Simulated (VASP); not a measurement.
OSZICAR of a VASP run on B$_{4}$C (space group Cm):

File OSZICAR:
```
       N       E                     dE             d eps       ncg     rms          rms(c)
DAV:   1     0.125750730418E+03    0.12575E+03   -0.24040E+04  2496   0.144E+03
DAV:   2    -0.123640460464E+03   -0.24939E+03   -0.23587E+03  3336   0.267E+02
DAV:   3    -0.133731088577E+03   -0.10091E+02   -0.99920E+01  3120   0.526E+01
DAV:   4    -0.133887021622E+03   -0.15593E+00   -0.15560E+00  3104   0.714E+00
DAV:   5    -0.133890463083E+03   -0.34415E-02   -0.34408E-02  3064   0.101E+00    0.144E+01
DAV:   6    -0.120578091025E+03    0.13312E+02   -0.86101E+00  2928   0.154E+01    0.855E+00
DAV:   7    -0.118711185956E+03    0.18669E+01   -0.21214E+00  3064   0.864E+00    0.292E+00
DAV:   8    -0.120648320863E+03   -0.19371E+01   -0.26167E+00  2920   0.897E+00    0.198E+00
DAV:   9    -0.119555889297E+03    0.10924E+01   -0.49269E-01  2792   0.466E+00    0.913E-01
DAV:  10    -0.119852485428E+03   -0.29660E+00   -0.11690E-01  2968   0.240E+00    0.672E-01
DAV:  11    -0.119826531922E+03    0.25954E-01   -0.50335E-02  2904   0.170E+00    0.183E-01
DAV:  12    -0.119905096706E+03   -0.78565E-01   -0.26274E-02  2816   0.115E+00    0.713E-02
DAV:  13    -0.119905353608E+03   -0.25690E-03   -0.12322E-03  3120   0.234E-01    0.106E-01
DAV:  14    -0.119905797284E+03   -0.44368E-03   -0.27630E-04  3048   0.121E-01    0.264E-02
DAV:  15    -0.119905899616E+03   -0.10233E-03   -0.14190E-04  3080   0.842E-02    0.997E-03
DAV:  16    -0.119905936615E+03   -0.37000E-04   -0.20306E-05  3016   0.380E-02    0.616E-03
DAV:  17    -0.119905944960E+03   -0.83451E-05   -0.11079E-05  3064   0.223E-02    0.197E-03
DAV:  18    -0.119905948654E+03   -0.36942E-05   -0.40764E-06  2920   0.167E-02    0.268E-03
DAV:  19    -0.119905948951E+03   -0.29643E-06   -0.24258E-07  1840   0.418E-03
   1 F= -.11990595E+03 E0= -.11990595E+03  d E =-.119906E+03
       N       E                     dE             d eps       ncg     rms          rms(c)
DAV:   1    -0.119909482203E+03   -0.35335E-02   -0.24875E+00  2544   0.930E+00    0.502E-01
DAV:   2    -0.119905035719E+03    0.44465E-02   -0.48742E-02  3088   0.137E+00    0.308E-01
DAV:   3    -0.119901404865E+03    0.36309E-02   -0.13081E-02  3064   0.740E-01    0.106E-01
DAV:   4    -0.119900852202E+03    0.55266E-03   -0.66100E-03  2976   0.537E-01    0.831E-02
DAV:   5    -0.119903202822E+03   -0.23506E-02   -0.15376E-03  2944   0.278E-01    0.295E-02
DAV:   6    -0.119903334667E+03   -0.13185E-03   -0.13155E-04  3072   0.745E-02    0.113E-02
DAV:   7    -0.119903335159E+03   -0.49131E-06   -0.27278E-05  3024   0.413E-02    0.640E-03
DAV:   8    -0.119903349767E+03   -0.14608E-04   -0.15856E-05  2984   0.307E-02    0.239E-03
DAV:   9    -0.119903352417E+03   -0.26503E-05   -0.18656E-06  2184   0.113E-02    0.646E-04
DAV:  10    -0.119903352553E+03   -0.13564E-06   -0.53984E-07  1768   0.546E-03
   2 F= -.11990335E+03 E0= -.11990335E+03  d E =0.259640E-02
       N       E                     dE             d eps       ncg     rms          rms(c)
DAV:   1    -0.119914316124E+03   -0.10964E-01   -0.72817E-01  2536   0.505E+00    0.277E-01
DAV:   2    -0.119912927045E+03    0.13891E-02   -0.14356E-02  3088   0.743E-01    0.167E-01
DAV:   3    -0.119911857437E+03    0.10696E-02   -0.39034E-03  3048   0.405E-01    0.566E-02
DAV:   4    -0.119911711648E+03    0.14579E-03   -0.19515E-03  2976   0.292E-01    0.472E-02
DAV:   5    -0.119912390259E+03   -0.67861E-03   -0.37170E-04  2992   0.137E-01    0.198E-02
DAV:   6    -0.119912391718E+03   -0.14587E-05   -0.38294E-05  3080   0.407E-02    0.101E-02
DAV:   7    -0.119912406673E+03   -0.14954E-04   -0.64978E-06  3016   0.204E-02    0.397E-03
DAV:   8    -0.119912411323E+03   -0.46508E-05   -0.47732E-06  3000   0.170E-02    0.156E-03
DAV:   9    -0.119912412118E+03   -0.79484E-06   -0.57661E-07  1840   0.638E-03
   3 F= -.11991241E+03 E0= -.11991241E+03  d E =-.646317E-02
       N       E                     dE             d eps       ncg     rms          rms(c)
DAV:   1    -0.119913465963E+03   -0.10546E-02   -0.64596E-02  2800   0.161E+00    0.141E-01
DAV:   2    -0.119913446425E+03    0.19538E-04   -0.22376E-03  3120   0.289E-01    0.838E-02
DAV:   3    -0.119913267535E+03    0.17889E-03   -0.65806E-04  3080   0.139E-01    0.244E-02
DAV:   4    -0.119913302565E+03   -0.35030E-04   -0.11718E-04  3080   0.714E-02    0.161E-02
DAV:   5    -0.119913276374E+03    0.26191E-04   -0.52233E-05  3008   0.497E-02    0.489E-03
DAV:   6    -0.119913310038E+03   -0.33664E-04   -0.23849E-05  2952   0.342E-02    0.256E-03
DAV:   7    -0.119913310092E+03   -0.53415E-07   -0.11856E-06  2096   0.844E-03
   4 F= -.11991331E+03 E0= -.11991331E+03  d E =-.897973E-03
       N       E                     dE             d eps       ncg     rms          rms(c)
DAV:   1    -0.119913524562E+03   -0.21452E-03   -0.61085E-03  2784   0.496E-01    0.434E-02
DAV:   2    -0.119913530806E+03   -0.62440E-05   -0.21286E-04  3120   0.895E-02    0.258E-02
DAV:   3    -0.119913518869E+03    0.11936E-04   -0.63250E-05  3072   0.429E-02    0.756E-03
DAV:   4    -0.119913523035E+03   -0.41654E-05   -0.10988E-05  3080   0.217E-02    0.499E-03
DAV:   5    -0.119913522148E+03    0.88659E-06   -0.45486E-06  2992   0.147E-02
   5 F= -.11991352E+03 E0= -.11991352E+03  d E =-.111003E-02
       N       E                     dE             d eps       ncg     rms          rms(c)
DAV:   1    -0.119913800598E+03   -0.27756E-03   -0.28134E-02  2576   0.100E+00    0.452E-02
DAV:   2    -0.119913807974E+03   -0.73763E-05   -0.56570E-04  3120   0.145E-01    0.296E-02
DAV:   3    -0.119913780656E+03    0.27318E-04   -0.11871E-04  3112   0.718E-02    0.103E-02
DAV:   4    -0.119913793512E+03   -0.12855E-04   -0.40122E-05  3072   0.407E-02    0.758E-03
DAV:   5    -0.119913793920E+03   -0.40806E-06   -0.69689E-06  3040   0.191E-02
   6 F= -.11991379E+03 E0= -.11991379E+03  d E =-.271772E-03
       N       E                     dE             d eps       ncg     rms          rms(c)
DAV:   1    -0.119913797118E+03   -0.36063E-05   -0.26183E-05  2760   0.312E-02    0.190E-03
DAV:   2    -0.119913797408E+03   -0.28987E-06   -0.81350E-07  1856   0.657E-03
   7 F= -.11991380E+03 E0= -.11991380E+03  d E =-.275260E-03
       N       E                     dE             d eps       ncg     rms          rms(c)
DAV:   1    -0.119913825000E+03   -0.27882E-04   -0.16611E-02  2496   0.774E-01    0.426E-02
DAV:   2    -0.119913861743E+03   -0.36743E-04   -0.46997E-04  3120   0.127E-01    0.312E-02
DAV:   3    -0.119913845874E+03    0.15869E-04   -0.74505E-05  3072   0.584E-02    0.100E-02
DAV:   4    -0.119913853541E+03   -0.76668E-05   -0.23166E-05  3104   0.303E-02    0.707E-03
DAV:   5    -0.119913851249E+03    0.22923E-05   -0.44428E-06  3040   0.159E-02    0.318E-03
DAV:   6    -0.119913855177E+03   -0.39281E-05   -0.36018E-06  2912   0.127E-02    0.129E-03
DAV:   7    -0.119913855524E+03   -0.34686E-06   -0.23085E-07  1616   0.367E-03
   8 F= -.11991386E+03 E0= -.11991386E+03  d E =-.581156E-04
       N       E                     dE             d eps       ncg     rms          rms(c)
DAV:   1    -0.119913893707E+03   -0.38530E-04   -0.24867E-03  2512   0.300E-01    0.164E-02
DAV:   2    -0.119913898708E+03   -0.50013E-05   -0.71489E-05  3120   0.495E-02    0.121E-02
DAV:   3    -0.119913895389E+03    0.33196E-05   -0.11055E-05  3072   0.225E-02    0.402E-03
DAV:   4    -0.119913896584E+03   -0.11954E-05   -0.35966E-06  2720   0.121E-02    0.275E-03
DAV:   5    -0.119913896109E+03    0.47522E-06   -0.66431E-07  1584   0.643E-03
   9 F= -.11991390E+03 E0= -.11991390E+03  d E =-.987010E-04
       N       E                     dE             d eps       ncg     rms          rms(c)
DAV:   1    -0.119913935480E+03   -0.38896E-04   -0.25437E-03  2512   0.306E-01    0.127E-02
DAV:   2    -0.119913938271E+03   -0.27917E-05   -0.49780E-05  3120   0.418E-02    0.804E-03
DAV:   3    -0.119913936663E+03    0.16087E-05   -0.69425E-06  3040   0.179E-02    0.283E-03
DAV:   4    -0.119913938190E+03   -0.15269E-05   -0.25375E-06  2496   0.108E-02    0.186E-03
DAV:   5    -0.119913938073E+03    0.11672E-06   -0.52227E-07  1576   0.564E-03
  10 F= -.11991394E+03 E0= -.11991394E+03  d E =-.419639E-04
```

Question: Which electronic solver shows in the log?

Answer: It is blocked Davidson (ALGO = Normal, or the opening steps of other solvers). The INCAR had ALGO = Normal.

Question: Can the final energy be trusted as converged?

Answer: The run converged. It stopped with EDIFF = 1E-6, NELM = 100, NSW = 60 and EDIFFG = -0.02 after 10 ionic steps (r2SCAN meta-GGA, plane waves, VASP's PBE PAW potentials (set 64)).

The structure comes from a computed database's B4C entry (Cm); how it stands against other phases isn't given here. This run relaxes it. Symmetry was kept, so distortions that lower it aren't found. The start is the result of an earlier pass.
